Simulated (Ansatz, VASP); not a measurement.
# Sc in two plane-wave programs

One calculation is typed for both programs; each brings its own data sets. How far apart do they land? Of the first pair: The structure shown is the end of the Ansatz relaxation below.

Method: plane waves, with VASP 6.6.1 beside it; single point at PBEsol and relaxation of cell and atoms at PBEsol, in Ansatz 0.2.0.

## (1) Set-up

It takes space group P6_3/mmc (No. 194, hexagonal). Conventional cell: a = 3.262 Å, b = 3.262 Å, c = 5.052 Å, α = 90.00°, β = 90.00°, γ = 120.00°. Nearest to Sc lie 12 Sc at 3.15 to 3.26 Å.

Structure file:

```cif
data_structure
_symmetry_space_group_name_H-M 'P 1'
_symmetry_Int_Tables_number 1
_cell_length_a 3.2618
_cell_length_b 3.2618
_cell_length_c 5.0525
_cell_angle_alpha 90.000
_cell_angle_beta 90.000
_cell_angle_gamma 120.000
_cell_volume 46.55
loop_
_atom_site_label
_atom_site_type_symbol
_atom_site_fract_x
_atom_site_fract_y
_atom_site_fract_z
_atom_site_occupancy
Sc1 Sc 0.33333 0.66667 0.25000 1
Sc2 Sc 0.66667 0.33333 0.75000 1
```

## (2) Ansatz: relaxation, PBEsol

Ansatz runs on its default PAW (the set named soft_2) files.

This run makes the geometry at which the two programs are then compared.

Input file input.yaml:

```yaml
crystal:
  lattice:
    - [3.2611268774, 0.0, 0.0]
    - [-1.6305634387, 2.8242187208, 0.0]
    - [0.0, 0.0, 5.0547226664]
  atoms:
    - { symbol: Sc, position: [0.3333333333, 0.6666666667, 0.25] }
    - { symbol: Sc, position: [0.6666666667, 0.3333333333, 0.75] }
kpoints:
  mp_grid: { grid: [15, 15, 8] }
hamiltonian:
  xc: pbesol
scf:
  occupations: { method: methfessel_paxton, width: 0.2 }
output:
  forces: true
  stress: true
  eigenvalues: true
relax:
  adjacent_minimum: "off"
  f_tol: 0.001
  max_steps: 60
  cell: { stress_tol: 0.01, fix: [volume] }
```

The run is started by

```sh
ansatz run input.yaml --threads 8 --pin off --max-ram 30720MiB --backend cpu --events-out ev --progress --plain --runs-dir out
```

Numbers of over 12 decimals in the logs are rounded to 6 here.

The log of the run:

```text
Engine: ansatz 0.2.0, aarch64-unknown-linux-gnu
Pseudopotentials: kind: paw
Pseudopotential: Sc, paw, valence charge 11, recommended cutoff 420 eV (normal), Sc.paw.azcp
Functional definition: PBEsol
  exchange = pbesol_x
  correlation = pbesol_c
Crystal: 2 atoms, lattice volume = 46.555 Å³
Basis set: ecut = 420 eV, 929 PW (Γ), exchange–correlation on 48×48×72 points (8 copies of the dense FFT grid, shifted against one another)
Bands: 15, of which v1, the nominal top of the filled ones, is band 11 counted from 1 (10 counted from 0)
Symmetry: 24 space group operations
Space group: P63/mmc (ITA 194), of the structure as read, at distance tolerance 3.6e-5 Å
k-points: 135 of 1800
Non-local potential: Sc, projectors of the file, l = 0: 3, l = 1: 2, l = 2: 3, l = 3: 1
PAW form: soft (Blöchl's): semilocal exchange-correlation on the pseudo side does not see the compensation charge
PAW frozen core: Sc, regenerated for the run's functional, and the local potential with it (the file was generated under x = pbe(κ = 0.804, μ = 0.219515), c = pbe(β = 0.066725))
PAW one-centre angular grid: Sc, 590 points (default); XC on 64 Gauss nodes
Initial density: superposition of atomic densities (neutral atoms: chi_scale 0, normalization atom), corrected by the library's trained network
Initial wavefunctions: pseudopotential atomic-orbital guess
Functional: x = pbesol(κ = 0.804, μ = 0.123457), c = pbesol(β = 0.046)
SCF iter   1: F=—  HF=-4222.740580 eV  |F-HF|=—  |Δ(HF+E_count)|=         —  Δρ=4.64e-3  dr2=9.60e-3  ethr=1.77e-3  ⟨swp⟩=3.1  Hψ=7437  notcnv=0
preconditioner: auto → none  [metal: Δε(μ)=0.007 eV  Ē_g=2.608 eV  σ=0.200 eV  W_gap=0.03  n_scr=8 (ndim 8)  ℏωp=13.3 eV  f_vac=0.000  D(μ)=3.93/eV (n_scr^D=42)  sad-step TF]
SCF iter   2: F=—  HF=-4222.737610 eV  |F-HF|=—  |Δ(HF+E_count)|=   2.97e-3  S|Δr|=    0.00e0  Δρ=2.34e-3  dr2=2.76e-3  ethr=4.37e-5  ⟨swp⟩=1.6  Hψ=3468  notcnv=0
SCF iter   3: F=—  HF=-4222.736825 eV  |F-HF|=—  |Δ(HF+E_count)|=   7.84e-4  S|Δr|=    0.00e0  Δρ=1.46e-4  dr2=6.85e-6  ethr=1.25e-5  ⟨swp⟩=3.0  Hψ=3704  notcnv=0
SCF iter   4: F=—  HF=-4222.736802 eV  |F-HF|=—  |Δ(HF+E_count)|=   2.30e-5  S|Δr|=    0.00e0  Δρ=2.32e-5  dr2=1.92e-7  ethr=3.11e-8  ⟨swp⟩=2.0  Hψ=2440  notcnv=0
SCF iter   5: F=-4222.736803 eV  HF=-4222.736803 eV  |F-HF|=4.14e-10  |Δ(HF+E_count)|=   1.50e-7  S|Δr|=    0.00e0  Δρ=3.90e-6  dr2=3.71e-9  ethr=4.55e-10  ⟨swp⟩=4.8  Hψ=8039  notcnv=0
SCF 1 converged in 5 iterations: F = -4222.736803 eV  dr2 = 3.71e-9
  greatest PAW one-centre occupation: 0.998 electrons in one spin orbital (limit 2), on the Sc atom at site 1 (counted from 0), in its partial waves of l = 0
relax step   1: F+E_penalty+E_count = -4222.73680259 eV  Δ(F+E_penalty+E_count) = +0.000e0 eV  max|allowed force component| = 3.701e-17 eV/Å  Δτ_max = 0.0000 Å  P = +0.887 GPa  Ω = 46.555 Å³  fix = [volume]  reactions: volume +0.887 GPa  (5 SCF iters, dr2 threshold 1.00e-7 eV, accepted)
[...]
relax step   2: F+E_penalty+E_count = -4222.73680672 eV  Δ(F+E_penalty+E_count) = -4.127e-6 eV  max|allowed force component| = 2.452e-16 eV/Å  Δτ_max = 0.0000 Å  P = +0.885 GPa  Ω = 46.555 Å³  energy of the carried Pulay correction = -1.332e-9 eV  fix = [volume]  reactions: volume +0.885 GPa  (3 SCF iters, dr2 threshold 3.93e-9 eV, accepted)
[...]
relax step   3: F+E_penalty+E_count = -4222.73680694 eV  Δ(F+E_penalty+E_count) = -2.231e-7 eV  max|allowed force component| = 2.174e-16 eV/Å  Δτ_max = 0.0000 Å  P = +0.885 GPa  Ω = 46.555 Å³  fix = [volume]  reactions: volume +0.885 GPa  stress off target by 3.17e-3 GPa on what of the cell is left free  SCF on the basis re-selected at this cell (its energy is not comparable with the rows above)  (4 SCF iters)
basis re-selected at this cell: Δ(F+E_penalty+E_count) = -2.231e-7 eV, ΔP = +0.000 GPa vs the last step (what re-selecting the basis moved, of the pressure what is left beyond the Pulay correction that the steps carried, after the strain that the cell walked since its last selection, with what the two solves' SCF thresholds leave and, on support functions, any second-order correction that the steps lacked; it is no m [...]
SCF converged after 4 iterations
Stability not checked: this state was not tested for a lower state beside it, because cold or Methfessel-Paxton smearing, or corrected tetrahedra, fill the levels in a way that the test cannot read (fill_not_monotonic; see scf.lower_state_search)
Free energy (F): -4222.736807 eV
Harris-Foulkes:  -4222.736807 eV  (|F-HF|=2.73e-12)
Internal energy: -4222.733243 eV  (E = F + TS)
E sigma→0 (E₀):  -4222.735916 eV
Entropy (-TS):   -0.003564 eV (-1.782 meV/atom)
Fermi energy:    9.812225 eV
--- Per-component energies (eV) ---
  E_band       = -320.706906
  E_kinetic    = 521.862366
  E_local      = -1640.270854  (includes V_loc(G=0)·N_el)
  E_nonlocal   = 169.163883
  E_hartree    = 558.789953
  E_xc         = -206.498320
  E_vxc        = -256.861154  (∫ρ·V_xc dr)
  E_paw        = -1864.284671  (= ΣΔE_a)
  E_vpaw       = -232.181081  (= ΣTr[D̂ρ^β])
  E_aug_tail   = 0.000020  (compensation charges beyond the density's cutoff)
  E_ewald      = -1761.753670
  E_core_change = 0.258050  (= ΣΔE_core)
  E_smearing   = -0.003564  (= −TS)
  E_closure    = -0.000000  (closes the sum)
  Σ components = -4222.736807   (vs F -4222.736807, Δ=0.00e0)
--- Forces (eV/Å), atoms counted from 1 ---
  atom   1  Sc     0.00000000    -0.00000000     0.00000000
  atom   2  Sc     0.00000000     0.00000000     0.00000000
  max |Σ_I F_I| component: 9.25e-18 eV/Å
--- Stress (GPa, compression-positive) ---
        0.886437       0.000000       0.000000
        0.000000       0.886437       0.000000
        0.000000       0.000000       0.881677
  P = ⅓ Tr σ = 0.8849 GPa (8.849 kbar)
--- Band table (eV; the first three rows and the last of 135) ---
  k-point 0: bands = [... 7 lower, -17.6782, 4.5835, 8.1016, 10.6115, 11.4665, 11.4665, 11.7882, 11.9646]
  k-point 1: bands = [... 7 lower, -17.6998, 4.6961, 7.9724, 10.5378, 11.4031, 11.4031, 11.7104, 11.8900]
  k-point 2: bands = [... 7 lower, -17.7280, 5.0254, 7.5629, 10.4712, 11.3155, 11.3155, 11.4926, 11.7128]
  k-point 134: bands = [... 7 lower, -17.7672, 9.3729, 9.3729, 9.6553, 9.6553, 10.1309, 10.1309, 12.3430]
--- Relaxed structure (2 steps of the walk, 2 accepted, 1 SCFs on fresh bases) ---
  F+E_penalty+E_count = -4222.73680694 eV   max|allowed force component| = 2.174e-16 eV/Å   (the final SCF, on the basis selected at the relaxed cell)
  cell:  # Å, volume = 46.5547 Å³
    - [3.261847, 0.0, 0.0]
    - [-1.630923, 2.824842, 0.0]
    - [0.0, 0.0, 5.052492]
  atoms:
    - { symbol: Sc, position: [0.333333, 0.666667, 0.250000] }
    - { symbol: Sc, position: [0.666667, 0.333333, 0.750000] }
```

Reading the cycles: dr2 is the Hartree energy of the density residual (eV), the measure of convergence; HF is the Harris–Foulkes estimate of the energy, which meets the free energy F at convergence.

## (3) VASP: single point, PBEsol, pair 1

The same cell, functional, mesh and smearing now go to VASP, with its own data sets.

Lines of VASP's logs that name or quote its potential files are left out, and so is its time.

Input file INCAR:

```
SYSTEM = Sc
PREC = Accurate
ENCUT = 500
EDIFF = 1E-06
NELM = 120
ISMEAR = 1
SIGMA = 0.2
LREAL = .FALSE.
ALGO = Normal
GGA = PS
NBANDS = 17
LASPH = .TRUE.
LORBIT = 11
LWAVE = .FALSE.
LCHARG = .FALSE.
ISIF = 2
GGA_COMPAT = .FALSE.
KPAR = 2
```

Input file POSCAR:

```
Sc
1.0
    3.2618467767      0.0000000000      0.0000000000
   -1.6309233883      2.8248421719      0.0000000000
    0.0000000000      0.0000000000      5.0524917279
Sc
2
Direct
    0.3333333334      0.6666666668      0.2500000000
    0.6666666668      0.3333333334      0.7500000000
```

Input file KPOINTS:

```
Automatic mesh
0
Gamma
15 15 8
0 0 0
```

Potentials, in the order of the species: Sc_sv (PBE family, release 64).

The run is started by

```sh
mpirun -np 2 vasp_std
```

The log of the run:

```text
[banner, memory and clock lines left out]
running    2 mpi-ranks, on    1 nodes
 distrk:  each k-point on    1 cores,    2 groups
 distr:  one band on    1 cores,    1 groups

 POSCAR found type information on POSCAR Sc
 POSCAR found :  1 types and       2 ions
|                                                                             |
|               ----> ADVICE to this user running VASP <----                  |
|                                                                             |
|     You enforced a specific xc type in the INCAR file but a different       |
|     [... a line on the potential file left out ...]
|     I HOPE YOU KNOW WHAT YOU ARE DOING!                                     |
|                                                                             |

 LDA part: xc-table for (Slater+PW92), standard interpolation
 POSCAR, INCAR and KPOINTS ok, starting setup
 FFT: planning ... GRIDC
 FFT: planning ... GRID_SOFT
 FFT: planning ... GRID
 WAVECAR not read
 entering main loop
       N       E                     dE             d eps       ncg     rms          rms(c)
DAV:   1     0.347875189673E+03    0.34788E+03   -0.11005E+04  4638   0.135E+03
DAV:   2     0.517884147918E+01   -0.34270E+03   -0.33649E+03  5758   0.574E+02
DAV:   3    -0.143652418140E+02   -0.19544E+02   -0.18895E+02  7602   0.159E+02
DAV:   4    -0.146638012572E+02   -0.29856E+00   -0.29712E+00  6601   0.192E+01
DAV:   5    -0.146681218096E+02   -0.43206E-02   -0.43191E-02  7809   0.232E+00    0.838E+00
DAV:   6    -0.133942351878E+02    0.12739E+01   -0.28477E+00  5922   0.199E+01    0.252E+00
DAV:   7    -0.132217816062E+02    0.17245E+00   -0.73430E-01  6095   0.922E+00    0.822E-01
DAV:   8    -0.132102858030E+02    0.11496E-01   -0.26535E-02  6329   0.219E+00    0.239E-01
DAV:   9    -0.132090078691E+02    0.12779E-02   -0.66272E-03  6367   0.898E-01    0.171E-02
DAV:  10    -0.132090236650E+02   -0.15796E-04   -0.90002E-05  7351   0.135E-01    0.701E-03
DAV:  11    -0.132090209160E+02    0.27490E-05   -0.20596E-06  5119   0.188E-02    0.184E-03
DAV:  12    -0.132090222931E+02   -0.13771E-05   -0.39108E-07  3705   0.114E-02    0.902E-04
DAV:  13    -0.132090221039E+02    0.18921E-06   -0.11127E-07  3391   0.613E-03
   1 F= -.13209022E+02 E0= -.13207853E+02  d E =-.350816E-02
```

Parts of OUTCAR (step 3):

```text
ion  position               nearest neighbor table
   1  0.333  0.667  0.250-   2 3.15   2 3.15   2 3.15   2 3.15   2 3.15   2 3.15
   2  0.667  0.333  0.750-   1 3.15   1 3.15   1 3.15   1 3.15   1 3.15   1 3.15

  LATTYP: Found a hexagonal cell.
 ALAT       =     3.2618467767
 C/A-ratio  =     1.5489666051

 Subroutine GETGRP returns: Found 24 space group operations
 (whereof 12 operations were pure point group operations)

The static configuration has the point symmetry D_3d.
 The point group associated with its full space group is D_6h.

 Found    135 irreducible k-points:

   k-points           NKPTS =    135   k-points in BZ     NKDIM =    135   number of bands    NBANDS=     17

   dimension x,y,z NGX =    24 NGY =   24 NGZ =   40
   dimension x,y,z NGXF=    48 NGYF=   48 NGZF=   80

   ENCUT  =  500.0 eV  36.75 Ry    6.06 a.u.   5.95  5.95  9.21*2*pi/ulx,y,z

   NELECT =      22.0000    total number of electrons

 k-points in reciprocal lattice and weights: Automatic mesh
   0.00000000  0.00000000  0.00000000       0.001
   0.06666667  0.00000000  0.00000000       0.003
   0.13333333  0.00000000  0.00000000       0.003
   0.20000000 -0.00000000  0.00000000       0.003
   0.26666667  0.00000000  0.00000000       0.003
   0.33333333  0.00000000  0.00000000       0.003
   0.40000000  0.00000000  0.00000000       0.003
   0.46666667  0.00000000  0.00000000       0.003
   0.06666667  0.06666667  0.00000000       0.003
[...]
0.33333333  0.26666667  0.50000000       0.007
   0.33333333  0.33333333  0.50000000       0.001

 average (electrostatic) potential at core
       1 -46.5796       2 -46.5796

 E-fermi :   3.9086

 k-point     1 :       0.0000    0.0000    0.0000
  band No.  band energies     occupation
    ...
      6     -23.6212      2.00000
      7     -23.6212      2.00000
      8     -23.5841      2.00000
      9      -1.3275      2.00000
     10       2.1945      2.00000
     11       4.7140     -0.00000
     12       5.5597     -0.00000
     13       5.5597     -0.00000
     14       5.8810     -0.00000
     15       6.0578     -0.00000
    ...

 k-point     2 :       0.0667    0.0000    0.0000
  band No.  band energies     occupation
    ...
      6     -23.6355      2.00000
      7     -23.6228      2.00000
      8     -23.5876      2.00000
      9      -1.2255      2.00000
     10       2.2790      2.00000
     11       4.6074     -0.00001
     12       5.3629     -0.00000
     13       5.6354     -0.00000
     14       5.9830     -0.00000
     15       6.0330     -0.00000
    ...

 k-point     3 :       0.1333    0.0000    0.0000
  band No.  band energies     occupation
    ...
      6     -23.6753      2.00000
      7     -23.6276      2.00000
      8     -23.5979      2.00000
      9      -0.9264      2.00000
     10       2.5146      2.00000
     11       4.3419     -0.00900
     12       5.0052     -0.00000
     13       5.8128     -0.00000
     14       5.8579     -0.00000
     15       6.0603     -0.00000
    ...

  Total        0.2580515      0.2580515      0.2558575      0.0000000      0.0000000      0.0000000
  in kB        8.8808311      8.8808311      8.8053235      0.0000000      0.0000000      0.0000000
  external PRESSURE =       8.8556619 kB  Pullay stress =       0.0000000 kB

  energy-cutoff  :      500.00
  volume of cell :       46.55
      direct lattice vectors                 reciprocal lattice vectors
     3.261846777  0.000000000  0.000000000     0.306574793  0.177001039  0.000000000
    -1.630923388  2.824842172  0.000000000     0.000000000  0.354002078  0.000000000
     0.000000000  0.000000000  5.052491728     0.000000000  0.000000000  0.197922145

 POSITION                                       TOTAL-FORCE (eV/Angst)
 -----------------------------------------------------------------------------------
      0.00000      1.88323      1.26312         0.000000     -0.000000      0.000000
      1.63092      0.94161      3.78937        -0.000000      0.000000      0.000000
 -----------------------------------------------------------------------------------
    total drift:                               -0.000000     -0.000000      0.000000

  FREE ENERGIE OF THE ION-ELECTRON SYSTEM (eV)
  ---------------------------------------------------
  free  energy   TOTEN  =       -13.2090221039 eV

  energy  without entropy=      -13.2055139392  energy(sigma->0) =      -13.20785272

 total charge
# of ion       s       p       d       tot
------------------------------------------
    1        2.288   6.112   1.044   9.443
    2        2.288   6.112   1.044   9.443
--------------------------------------------------
tot          4.575  12.223   2.088  18.887

[... 3 further parts left out ...]
```

The run ends at a pressure of 0.89 GPa.

## (4) Comparison

Known differences besides the potentials themselves: the cutoff is 420 eV in Ansatz and 500 eV in VASP; Ansatz makes its cores anew for this functional, VASP keeps those of its PBE data sets; Ansatz's pressure holds a Pulay correction, VASP's none. Total energies have different zeros and are not compared.

Compared:

| quantity | Ansatz | VASP | difference |
| --- | --- | --- | --- |
| pressure (GPa) | 0.88 | 0.89 | 0.00 |

## (5) Ansatz: relaxation, PBEsol

This run makes the geometry at which the two programs are then compared. The cell compared in this pair holds 45.85 Å³, against 46.55 Å³ for the pair before.

The structure compared here is the end of the Ansatz relaxation.

Edit input.yaml of step 2 so:

```diff
@@ -2,5 +2,5 @@
   lattice:
-    - [3.2611268774, 0.0, 0.0]
-    - [-1.6305634387, 2.8242187208, 0.0]
-    - [0.0, 0.0, 5.0547226664]
+    - [3.2444881855, 0.0, 0.0]
+    - [-1.6222440928, 2.8098091909, 0.0]
+    - [0.0, 0.0, 5.0289328163]
   atoms:
```

The run is started by

```sh
ansatz run input.yaml --threads 8 --pin off --max-ram 30720MiB --backend cpu --events-out ev --progress --plain --runs-dir out
```

The log of the run:

```text
[...]
Crystal: 2 atoms, lattice volume = 45.846 Å³
Basis set: ecut = 420 eV, 905 PW (Γ), exchange–correlation on 48×48×72 points (8 copies of the dense FFT grid, shifted against one another)
Bands: 15, of which v1, the nominal top of the filled ones, is band 11 counted from 1 (10 counted from 0)
Symmetry: 24 space group operations
[...]
k-points: 135 of 1800
[...]
k-point 134: bands = [... 7 lower, -17.5360, 9.5478, 9.5478, 9.8348, 9.8348, 10.3299, 10.3299, 12.5633]
--- Relaxed structure (2 steps of the walk, 2 accepted, 1 SCFs on fresh bases) ---
[...]
cell:  # Å, volume = 45.8457 Å³
    - [3.245911, 2.8880260120603356e-11, 0]
    - [-1.622955, 2.811041, 0]
    - [0, 0, 5.024525]
  atoms:
    - { symbol: Sc, position: [0.333333, 0.666667, 0.25] }
    - { symbol: Sc, position: [0.666667, 0.333333, 0.750000] }
[key lines of the parts left out:]
SCF converged after 4 iterations
Free energy (F): -4222.730822 eV
Fermi energy:    9.996289 eV
P = ⅓ Tr σ = 1.8309 GPa (18.309 kbar)
```

## (6) VASP: single point, PBEsol, pair 2

The same cell, functional, mesh and smearing now go to VASP, with its own data sets.

INCAR is that of step 3.

Input file POSCAR:

```
Sc
1.0
    3.2459109923      0.0000000000      0.0000000000
   -1.6229554962      2.8110413778      0.0000000000
    0.0000000000      0.0000000000      5.0245250356
Sc
2
Direct
    0.3333333334      0.6666666668      0.2500000000
    0.6666666668      0.3333333334      0.7500000000
```

KPOINTS is that of step 3.

The run is started by

```sh
mpirun -np 2 vasp_std
```

The log of the run:

```text
[banner, memory and clock lines left out]
running    2 mpi-ranks, on    1 nodes
[...]
[... a notice as in an earlier step ...]

 LDA part: xc-table for (Slater+PW92), standard interpolation
 POSCAR, INCAR and KPOINTS ok, starting setup
[...]
entering main loop
       N       E                     dE             d eps       ncg     rms          rms(c)
DAV:   1     0.354079136175E+03    0.35408E+03   -0.10974E+04  4606   0.136E+03
DAV:   2     0.534862431629E+01   -0.34873E+03   -0.34228E+03  5830   0.573E+02
DAV:   3    -0.142949510398E+02   -0.19644E+02   -0.18941E+02  7452   0.162E+02
DAV:   4    -0.146302142078E+02   -0.33526E+00   -0.33351E+00  6825   0.204E+01
[...]
DAV:  11    -0.132025962907E+02    0.26732E-05   -0.19070E-06  5034   0.182E-02    0.171E-03
DAV:  12    -0.132025975744E+02   -0.12836E-05   -0.35518E-07  3879   0.109E-02    0.858E-04
DAV:  13    -0.132025973791E+02    0.19524E-06   -0.99596E-08  3394   0.576E-03
   1 F= -.13202597E+02 E0= -.13201593E+02  d E =-.301221E-02
```

Parts of OUTCAR (step 6):

```text
  Total        0.5261358      0.5261358      0.5239028     -0.0000000      0.0000000      0.0000000
  in kB       18.3869455     18.3869455     18.3089083     -0.0000000      0.0000000      0.0000000
  external PRESSURE =      18.3609331 kB  Pullay stress =       0.0000000 kB

 POSITION                                       TOTAL-FORCE (eV/Angst)
 -----------------------------------------------------------------------------------
     -0.00000      1.87403      1.25613        -0.000000      0.000000      0.000000
      1.62296      0.93701      3.76839         0.000000     -0.000000      0.000000
 -----------------------------------------------------------------------------------
    total drift:                               -0.000000     -0.000000      0.000000

  FREE ENERGIE OF THE ION-ELECTRON SYSTEM (eV)
  ---------------------------------------------------
  free  energy   TOTEN  =       -13.2025973791 eV

  energy  without entropy=      -13.1995851740  energy(sigma->0) =      -13.20159331

[... 1 part as in an earlier step ...]

[... 2 further parts left out ...]
[key lines of the parts left out:]
E-fermi :   4.0016
```

The run ends at a pressure of 1.84 GPa.

## (7) Comparison

Both answers:

| quantity | Ansatz | VASP | difference |
| --- | --- | --- | --- |
| pressure (GPa) | 1.83 | 1.84 | -0.01 |

(Part 1 of 2 ends here.)

[Lines on the potential files, build, host, timing and source positions are cut from VASP's logs without a mark.]

[Logs are printed without paths, hosts, clocks, repeated set-up lines and the standing remarks that a program may print on its own settings, such as how far it seeks lower states.]

[Hosts, paths, dates, database ids (printed as entryN), source tags and the programs' standing remarks are cut or masked in the printed files.]
